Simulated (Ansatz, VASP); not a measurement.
# Cr3GaN: VASP beside Ansatz

One calculation is typed for both programs; each brings its own data sets. How far apart do they land? Of the first pair: The two relaxations start from unlike cells of this crystal (the structure described is Ansatz's start), so only their ends are compared.

Calculated with Ansatz 0.2.0; plane waves, with VASP 6.6.1 beside it; relaxation of cell and atoms at PBEsol.

**1. Set-up**

The structure is cubic, space group Pm-3m (No. 221). The conventional cell has a = 3.829 Å, b = 3.829 Å, c = 3.829 Å, α = 90.00°, β = 90.00°, γ = 90.00°. Cr has 2 N at 1.91 Å nearest. Nearest to Ga lie 12 Cr at 2.71 Å. Nearest to N lie 6 Cr at 1.91 Å. Farther neighbours and most contacts between anions are not listed.

**2. VASP: relaxation of cell and atoms, PBEsol, pair 1**

The relaxed volume is the usual yardstick between codes: in a stiff, nearly cubic crystal its relative difference is about their pressure difference at one cell divided by the bulk modulus.

Lines of VASP's logs that name or quote its potential files are left out, and so is its time.

INCAR

```
SYSTEM = Cr3GaN
PREC = Accurate
ENCUT = 600
EDIFF = 1E-07
NELM = 120
ISMEAR = 0
SIGMA = 0.1
LREAL = .FALSE.
ALGO = Normal
GGA = PS
NBANDS = 33
LASPH = .TRUE.
LORBIT = 11
LWAVE = .FALSE.
LCHARG = .FALSE.
ISIF = 3
IBRION = 2
NSW = 80
EDIFFG = -0.005
GGA_COMPAT = .FALSE.
NELMIN = 4
KPAR = 2
```

POSCAR

```
Cr3GaN
1.0
    3.7769308598      0.0000000000      0.0000000000
    0.0000000000      3.7769308598      0.0000000000
    0.0000000000      0.0000000000      3.7769308598
Cr Ga N
3 1 1
Direct
    0.5000000000      0.0000000000      0.5000000000
    0.0000000000      0.5000000000      0.5000000000
    0.5000000000      0.5000000000      0.0000000000
    0.0000000000      0.0000000000      0.0000000000
    0.5000000000      0.5000000000      0.5000000000
```

KPOINTS

```
Automatic mesh
0
Gamma
6 6 6
0 0 0
```

PAW data sets: Cr_pv, Ga_d and N (PBE family, release 64).

Started as:

```
> mpirun -np 2 vasp_std
```

Numbers of over 12 decimals in the logs are rounded to 6 here.

What it wrote:

```text
[banner, memory and clock lines left out]
running    2 mpi-ranks, on    1 nodes
 distrk:  each k-point on    1 cores,    2 groups
 distr:  one band on    1 cores,    1 groups

 POSCAR found type information on POSCAR CrGaN
 POSCAR found :  3 types and       5 ions
|                                                                             |
|               ----> ADVICE to this user running VASP <----                  |
|                                                                             |
|     You enforced a specific xc type in the INCAR file but a different       |
|     [... a line on the potential file left out ...]
|     I HOPE YOU KNOW WHAT YOU ARE DOING!                                     |
|                                                                             |

 LDA part: xc-table for (Slater+PW92), standard interpolation
 POSCAR, INCAR and KPOINTS ok, starting setup
 FFT: planning ... GRIDC
 FFT: planning ... GRID_SOFT
 FFT: planning ... GRID
 WAVECAR not read
 entering main loop
       N       E                     dE             d eps       ncg     rms          rms(c)
DAV:   1     0.639978712531E+03    0.63998E+03   -0.32321E+04  1472   0.279E+03
DAV:   2     0.192581737153E+02   -0.62072E+03   -0.60851E+03  1328   0.646E+02
DAV:   3    -0.498923528990E+02   -0.69151E+02   -0.67401E+02  1638   0.198E+02
DAV:   4    -0.530719736190E+02   -0.31796E+01   -0.30242E+01  1616   0.425E+01
DAV:   5    -0.531717188593E+02   -0.99745E-01   -0.99682E-01  1750   0.717E+00    0.342E+01
DAV:   6    -0.462127945830E+02    0.69589E+01   -0.10803E+02  1618   0.722E+01    0.104E+01
DAV:   7    -0.445035425336E+02    0.17093E+01   -0.16304E+01  1656   0.324E+01    0.594E+00
DAV:   8    -0.444573985536E+02    0.46144E-01   -0.87494E-01  1665   0.546E+00    0.195E+00
DAV:   9    -0.444381314147E+02    0.19267E-01   -0.57938E-02  1815   0.149E+00    0.457E-01
DAV:  10    -0.444374081595E+02    0.72326E-03   -0.14876E-02  1551   0.828E-01    0.168E-01
DAV:  11    -0.444373519309E+02    0.56229E-04   -0.12054E-03  1946   0.248E-01    0.663E-02
DAV:  12    -0.444373457515E+02    0.61794E-05   -0.21633E-04  1713   0.129E-01    0.237E-02
DAV:  13    -0.444373445099E+02    0.12417E-05   -0.35063E-05  1782   0.368E-02    0.560E-03
DAV:  14    -0.444373440957E+02    0.41413E-06   -0.46126E-06  1661   0.127E-02    0.168E-03
DAV:  15    -0.444373438733E+02    0.22247E-06   -0.36278E-07  1347   0.450E-03    0.633E-04
DAV:  16    -0.444373438092E+02    0.64050E-07   -0.21975E-08   866   0.137E-03
   1 F= -.44437344E+02 E0= -.44419371E+02  d E =-.444373E+02
 curvature:   0.00 expect dE= 0.000E+00 dE for cont linesearch  0.000E+00
 trial: gam= 0.00000 g(F)=  0.000E+00 g(S)=  0.206E-04 ort = 0.000E+00 (trialstep = 0.100E+01)
 search vector abs. value=  0.206E-04
 bond charge predicted
       N       E                     dE             d eps       ncg     rms          rms(c)
DAV:   1    -0.444378010398E+02   -0.45717E-03   -0.92871E-03  1476   0.108E+00    0.182E-01
DAV:   2    -0.444374384528E+02    0.36259E-03   -0.42077E-03  1477   0.505E-01    0.627E-02
DAV:   3    -0.444373537171E+02    0.84736E-04   -0.53907E-04  1599   0.187E-01    0.286E-02
DAV:   4    -0.444373408788E+02    0.12838E-04   -0.31608E-05  1729   0.420E-02    0.982E-03
DAV:   5    -0.444373386155E+02    0.22632E-05   -0.69077E-06  1680   0.194E-02    0.407E-03
DAV:   6    -0.444373384295E+02    0.18601E-06   -0.18440E-06  1548   0.981E-03    0.137E-03
DAV:   7    -0.444373384565E+02   -0.26945E-07   -0.99503E-08   805   0.355E-03
   2 F= -.44437338E+02 E0= -.44419349E+02  d E =0.535276E-05
 trial-energy change:    0.000005  1 .order    0.000004   -0.000021    0.000028
 step:   0.3787(harm=  0.4199)  dis= 0.00000  next Energy=   -44.437348 (dE=-0.382E-05)
 bond charge predicted
       N       E                     dE             d eps       ncg     rms          rms(c)
DAV:   1    -0.444375251994E+02   -0.18677E-03   -0.35877E-03  1487   0.668E-01    0.113E-01
DAV:   2    -0.444373866460E+02    0.13855E-03   -0.16288E-03  1471   0.314E-01    0.390E-02
DAV:   3    -0.444373536328E+02    0.33013E-04   -0.20825E-04  1596   0.116E-01    0.177E-02
DAV:   4    -0.444373488772E+02    0.47556E-05   -0.12240E-05  1666   0.261E-02    0.608E-03
DAV:   5    -0.444373481066E+02    0.77059E-06   -0.26589E-06  1574   0.121E-02    0.251E-03
DAV:   6    -0.444373479884E+02    0.11819E-06   -0.69014E-07  1406   0.619E-03    0.813E-04
DAV:   7    -0.444373479601E+02    0.28311E-07   -0.40019E-08   707   0.234E-03
   3 F= -.44437348E+02 E0= -.44419369E+02  d E =-.415090E-05
 curvature:  -0.21 expect dE=-0.559E-09 dE for cont linesearch -0.559E-09
 trial: gam= 0.00000 g(F)=  0.128E-63 g(S)=  0.268E-08 ort =-0.235E-06 (trialstep = 0.876E+00)
 search vector abs. value=  0.278E-08
 reached required accuracy - stopping structural energy minimisation
```

OUTCAR, selected parts (step 2):

```text
ion  position               nearest neighbor table
   1  0.500  0.000  0.500-   5 1.89   5 1.89   4 2.67   2 2.67   3 2.67   4 2.67   2 2.67   3 2.67
                             3 2.67   3 2.67   2 2.67   4 2.67   4 2.67   2 2.67
   2  0.000  0.500  0.500-   5 1.89   5 1.89   4 2.67   1 2.67   3 2.67   4 2.67   1 2.67   4 2.67
                             4 2.67   1 2.67   3 2.67   3 2.67   3 2.67   1 2.67
   3  0.500  0.500  0.000-   5 1.89   5 1.89   4 2.67   1 2.67   1 2.67   2 2.67   2 2.67   1 2.67
                             4 2.67   1 2.67   2 2.67   4 2.67   2 2.67   4 2.67
   4  0.000  0.000  0.000-   1 2.67   2 2.67   3 2.67   1 2.67   2 2.67   2 2.67   3 2.67   2 2.67
                             1 2.67   3 2.67   1 2.67   3 2.67
   5  0.500  0.500  0.500-   1 1.89   2 1.89   3 1.89   3 1.89   1 1.89   2 1.89

  LATTYP: Found a simple cubic cell.
 ALAT       =     3.7769308598

 Subroutine GETGRP returns: Found 48 space group operations
 (whereof 48 operations were pure point group operations)

The static configuration has the point symmetry O_h .

 Found     20 irreducible k-points:

   k-points           NKPTS =     20   k-points in BZ     NKDIM =     20   number of bands    NBANDS=     33

   dimension x,y,z NGX =    30 NGY =   30 NGZ =   30
   dimension x,y,z NGXF=    60 NGYF=   60 NGZF=   60

   ENCUT  =  600.0 eV  44.10 Ry    6.64 a.u.   7.54  7.54  7.54*2*pi/ulx,y,z

   NELECT =      54.0000    total number of electrons

 k-points in reciprocal lattice and weights: Automatic mesh
   0.00000000  0.00000000  0.00000000       0.005
   0.16666667  0.00000000  0.00000000       0.028
   0.33333333  0.00000000  0.00000000       0.028
   0.50000000  0.00000000  0.00000000       0.014
   0.16666667  0.16666667  0.00000000       0.056
   0.33333333  0.16666667  0.00000000       0.111
   0.50000000  0.16666667  0.00000000       0.056
   0.33333333  0.33333333  0.00000000       0.056
   0.50000000  0.33333333  0.00000000       0.056
[...]
0.50000000  0.50000000  0.33333333       0.028
   0.50000000  0.50000000  0.50000000       0.005

 average (electrostatic) potential at core
       1 -66.3172       2 -66.3172       3 -66.3172       4 -59.5982       5 -60.0269

 E-fermi :  10.2111

 k-point     1 :       0.0000    0.0000    0.0000
  band No.  band energies     occupation
    ...
     20       7.2456      2.00000
     21       7.2456      2.00000
     22       7.2456      2.00000
     23       7.4822      2.00000
     24       7.4822      2.00000
     25      10.3416      0.06515
     26      10.3416      0.06515
     27      10.3416      0.06514
     28      10.7490      0.00000
     29      10.7490      0.00000
    ...

 k-point     2 :       0.1667    0.0000    0.0000
  band No.  band energies     occupation
    ...
     24       7.7179      2.00000
     25      10.1485      1.62423
     26      10.1485      1.62422
     27      10.2116      0.99442
     28      10.2259      0.83447
     29      10.7514      0.00000
     30      11.7671      0.00000
     31      11.9799      0.00000
     32      11.9799      0.00000
     33      12.1622      0.00000

 k-point     3 :       0.3333    0.0000    0.0000
  band No.  band energies     occupation
    ...
     24       8.3178      2.00000
     25       9.6860      2.00000
     26       9.9771      1.99907
     27      10.1610      1.52139
     28      10.1610      1.52138
     29      10.7215      0.00000
     30      11.2647      0.00000
     31      11.7474      0.00000
     32      11.7474      0.00000
     33      12.1632      0.00000

  Total       -0.0003042     -0.0003042     -0.0003042      0.0000000      0.0000000     -0.0000000
  in kB       -0.0090428     -0.0090428     -0.0090428      0.0000000      0.0000000     -0.0000000
  external PRESSURE =      -0.0090428 kB  Pullay stress =       0.0000000 kB

  energy-cutoff  :      600.00
  volume of cell :       53.89
      direct lattice vectors                 reciprocal lattice vectors
     3.777298844  0.000000000 -0.000000000     0.264739445 -0.000000000 -0.000000000
     0.000000000  3.777298844 -0.000000000    -0.000000000  0.264739445 -0.000000000
     0.000000000  0.000000000  3.777298844     0.000000000  0.000000000  0.264739445

 POSITION                                       TOTAL-FORCE (eV/Angst)
 -----------------------------------------------------------------------------------
      1.88865      0.00000      1.88865        -0.000000      0.000000      0.000000
      0.00000      1.88865      1.88865         0.000000      0.000000      0.000000
      1.88865      1.88865     -0.00000        -0.000000     -0.000000      0.000000
      0.00000      0.00000      0.00000        -0.000000     -0.000000      0.000000
      1.88865      1.88865      1.88865         0.000000      0.000000      0.000000
 -----------------------------------------------------------------------------------
    total drift:                                0.000000      0.000000     -0.000000

  FREE ENERGIE OF THE ION-ELECTRON SYSTEM (eV)
  ---------------------------------------------------
  free  energy   TOTEN  =       -44.4373479601 eV

  energy  without entropy=      -44.4013902982  energy(sigma->0) =      -44.41936913

 reached required accuracy - stopping structural energy minimisation

 total charge
# of ion       s       p       d       tot
------------------------------------------
    1        0.328   6.398   4.380  11.106
    2        0.328   6.398   4.380  11.106
    3        0.328   6.398   4.380  11.106
    4        0.869   0.935  10.009  11.813
    5        1.254   2.583   0.000   3.837
--------------------------------------------------
tot          3.108  22.712  23.148  48.967

[... 3 further parts left out ...]
```

This run has no spin polarisation, so a moment on Cr, if there is one, isn't seen. The k-mesh is coarse for a metal.

[end of part 1 of 2]

[Lines on the potential files, build, host, timing and source positions are cut from VASP's logs without a mark.]

[Logs are printed without paths, hosts, clocks, repeated set-up lines and the standing remarks that a program may print on its own settings, such as how far it seeks lower states.]

[Hosts, paths, dates, database ids (printed as entryN), source tags and the programs' standing remarks are cut or masked in the printed files.]
